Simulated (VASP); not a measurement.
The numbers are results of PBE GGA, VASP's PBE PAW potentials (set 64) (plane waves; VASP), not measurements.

Input for VASP

File KPOINTS:
```
Automatic mesh
0
Gamma
6 7 1
0 0 0
```

**INCAR**
```
ALGO = Normal
DIPOL = 0.5 0.5 0.5
EDIFF = 1E-6
ENCUT = 400
GGA = PE
IDIPOL = 3
ISMEAR = 1
ISPIN = 2
LASPH = .TRUE.
LCHARG = .FALSE.
LDIPOL = .TRUE.
LMAXMIX = 4
LORBIT = 11
LREAL = .FALSE.
LVHAR = .TRUE.
LWAVE = .FALSE.
MAGMOM = 2.5 2.5 2.5 2.5 2.5 2.5 2.5 2.5 2.5 2.5 2.5 2.5 2.5 2.5 2.5 2.5 0.0
NELM = 100
NELMIN = 4
PREC = Normal
SIGMA = 0.1
SYSTEM = Fe16C
```

**POSCAR**
```
Fe16C
39.6686580
  0.1428700231   0.0000000000   0.0000000000
  0.0714350115   0.1010243640   0.0000000000
  0.0000000000   0.0000000000   0.5000000045
Fe C
16 1
Cart
  0.1428700231   0.0505121820   0.1742316633
  0.0714350115   0.0505121820   0.1742316633
  0.1071525173   0.0000000000   0.1743687162
  0.0357175058   0.0000000000   0.1743440685
  0.1428279147   0.0000000000   0.2243532563
  0.0714771200   0.0000000000   0.2243532563
  0.1785875288   0.0505491223   0.2245665718
  0.1071525173   0.0504752418   0.2245665718
  0.1428700231   0.0505121820   0.2755929236
  0.0714350115   0.0505121820   0.2755929236
  0.1071525173   0.0000000000   0.2754272984
  0.0357175058   0.0000000000   0.2753885614
  0.0014339060   0.0000000000   0.3285545748
  0.0700011055   0.0000000000   0.3285545748
  0.0357175058   0.0498613586   0.3267992836
  0.1071525173   0.0511630054   0.3267992836
  0.0357175058   0.0000000000   0.3568718484
```

POTCAR, in this order: Fe C (PBE.64 set). Program: vasp_std. Read from the step before: WAVECAR.

Output

**OSZICAR**
```
       N       E                     dE             d eps       ncg     rms          rms(c)
DAV:   1    -0.133367128675E+03   -0.13337E+03   -0.95088E-05 12206   0.108E-01    0.680E-02
DAV:   2    -0.133373026999E+03   -0.58983E-02   -0.16472E-02 13961   0.142E+00    0.815E-01
DAV:   3    -0.133366974809E+03    0.60522E-02   -0.14378E-02 13487   0.136E+00    0.847E-02
DAV:   4    -0.133367076445E+03   -0.10164E-03   -0.14134E-04 13004   0.142E-01    0.163E-02
DAV:   5    -0.133367091046E+03   -0.14601E-04   -0.25327E-05 12269   0.656E-02    0.310E-02
DAV:   6    -0.133367087065E+03    0.39811E-05   -0.85938E-06  9522   0.468E-02    0.434E-03
DAV:   7    -0.133367087337E+03   -0.27179E-06   -0.10825E-06  5085   0.108E-02
   1 F= -.13336709E+03 E0= -.13336739E+03  d E =0.918010E-03  mag=    37.7906
```

**OUTCAR**
```
------------------------ aborting loop because EDIFF is reached ----------------------------------------
  FORCE on cell =-STRESS in cart. coord.  units (eV):
  Direction    XX          YY          ZZ          XY          YZ          ZX
  --------------------------------------------------------------------------------------
  Total       -4.5304265     -4.8822379     -3.1108977      0.0000000      0.0000000      0.0000000
  in kB      -16.1127586    -17.3639987    -11.0641115      0.0000000      0.0000000      0.0000000
  external PRESSURE =     -14.8469563 kB  Pullay stress =       0.0000000 kB
  volume of cell :      450.48
      direct lattice vectors                 reciprocal lattice vectors
     5.667462084  0.000000000  0.000000000     0.176445821 -0.124766034  0.000000000
     2.833731042  4.007500947  0.000000000     0.000000000  0.249532068  0.000000000
     0.000000000  0.000000000 19.834329180     0.000000000  0.000000000  0.050417637
 POSITION                                       TOTAL-FORCE (eV/Angst)
 -----------------------------------------------------------------------------------
      5.66746      2.00375      6.91154         0.000000      0.000000     -0.081311
      2.83373      2.00375      6.91154         0.000000      0.000000     -0.081311
      4.25060      0.00000      6.91697         0.000000      0.000000     -0.037255
      1.41687      0.00000      6.91600         0.000000      0.000000     -0.076597
      5.66579      0.00000      8.89979        -0.014579      0.000000      0.033579
      2.83540      0.00000      8.89979         0.014579      0.000000      0.033579
      7.08433      2.00522      8.90825        -0.000000     -0.024105      0.061597
      4.25060      2.00229      8.90825         0.000000      0.024105      0.061597
      5.66746      2.00375     10.93240         0.000000      0.000000      0.271928
      2.83373      2.00375     10.93240        -0.000000      0.000000      0.271928
      4.25060      0.00000     10.92583         0.000000      0.000000      0.439015
      1.41687      0.00000     10.92429         0.000000      0.000000      0.215529
      0.05688      0.00000     13.03332        -1.398328      0.000000     -0.668850
      2.77685      0.00000     13.03332         1.398328      0.000000     -0.668850
      1.41687      1.97793     12.96369         0.000000      0.199587      0.425311
      4.25060      2.02957     12.96369        -0.000000     -0.199587      0.425311
      1.41687      0.00000     14.15663         0.000000      0.000000     -0.625200
 -----------------------------------------------------------------------------------
    total drift:                               -0.000012     -0.000010      0.009325
  FREE ENERGIE OF THE ION-ELECTRON SYSTEM (eV)
  ---------------------------------------------------
  free  energy   TOTEN  =      -133.3670873368 eV

  energy  without entropy=     -133.3680053464  energy(sigma->0) =     -133.36739334

 total charge

# of ion       s       p       d       tot
------------------------------------------
    1        0.476   0.399   6.218   7.093
    2        0.476   0.399   6.218   7.093
    3        0.479   0.400   6.223   7.103
    4        0.480   0.400   6.220   7.099
    5        0.482   0.531   6.256   7.268
    6        0.482   0.531   6.256   7.268
    7        0.483   0.530   6.247   7.259
    8        0.483   0.530   6.247   7.259
    9        0.473   0.519   6.250   7.242
   10        0.473   0.519   6.250   7.242
   11        0.477   0.510   6.204   7.190
   12        0.478   0.522   6.220   7.220
   13        0.503   0.570   6.362   7.435
   14        0.503   0.570   6.362   7.435
   15        0.459   0.435   6.170   7.065
   16        0.459   0.435   6.170   7.065
   17        0.954   1.355   0.000   2.308
--------------------------------------------------
tot          8.620   9.153  99.872 117.645

 magnetization (x)

# of ion       s       p       d       tot
------------------------------------------
    1       -0.006  -0.013   2.608   2.589
    2       -0.006  -0.013   2.608   2.589
    3       -0.005  -0.013   2.582   2.564
    4       -0.004  -0.014   2.595   2.577
    5       -0.017  -0.057   2.391   2.318
    6       -0.017  -0.057   2.391   2.318
    7       -0.014  -0.056   2.429   2.358
    8       -0.014  -0.056   2.429   2.358
    9       -0.017  -0.053   2.328   2.258
   10       -0.017  -0.053   2.328   2.258
   11       -0.008  -0.055   2.481   2.417
   12       -0.010  -0.056   2.529   2.463
   13       -0.014  -0.047   1.805   1.744
   14       -0.014  -0.047   1.805   1.744
   15        0.000  -0.028   2.658   2.631
   16        0.000  -0.028   2.658   2.631
   17       -0.011  -0.210   0.000  -0.220
--------------------------------------------------
tot         -0.173  -0.858  38.626  37.595
```
(Selected blocks of OUTCAR.)

File OUTCAR:
```
 val. band max:       -0.4555250768   @ k =   0.1667   0.1429   0.0000

 cond. band min:      -0.4540161226   @ k =   0.0000   0.0000   0.0000


 Fermi energy:        -0.4552506938

 spin component 1

 k-point     1 :       0.0000    0.0000    0.0000
  band No.  band energies     occupation
      1     -10.9195      1.00000
      2      -8.2721      1.00000
      3      -6.8676      1.00000
      4      -5.5652      1.00000
      5      -5.3993      1.00000
      6      -5.2352      1.00000
      7      -5.1543      1.00000
      8      -5.1304      1.00000
      9      -5.0892      1.00000
     10      -5.0655      1.00000
     11      -5.0572      1.00000
     12      -5.0011      1.00000
     13      -4.9399      1.00000
     14      -4.7845      1.00000
     15      -4.6614      1.00000
     16      -4.6328      1.00000
     17      -4.5192      1.00000
     18      -4.4600      1.00000
     19      -4.3980      1.00000
     20      -3.9569      1.00000
     21      -3.9204      1.00000
     22      -3.7926      1.00000
     23      -3.7908      1.00000
     24      -3.7561      1.00000
     25      -3.7419      1.00000
     26      -3.7214      1.00000
     27      -3.7050      1.00000
     28      -3.6618      1.00000
     29      -3.5688      1.00000
     30      -3.4638      1.00000
     31      -3.4615      1.00000
     32      -3.4148      1.00000
     33      -3.1556      1.00000
     34      -3.0252      1.00000
     35      -2.8765      1.00000
     36      -2.8547      1.00000
     37      -2.7870      1.00000
     38      -2.7550      1.00000
     39      -2.7481      1.00000
     40      -2.6596      1.00000
     41      -2.5363      1.00000
     42      -2.4250      1.00000
     43      -2.2825      1.00000
     44      -2.2729      1.00000
     45      -2.1973      1.00000
     46      -2.0005      1.00000
     47      -1.8968      1.00000
     48      -1.8001      1.00000
     49      -1.7581      1.00000
...
```

The run did not end as a converged relaxation.  At this cut-off the stress carries a Pulay error, which pulls relaxed volumes low.

The cell is a thin slab with vacuum, built from Fe (bcc): (110) face, C adsorbed.
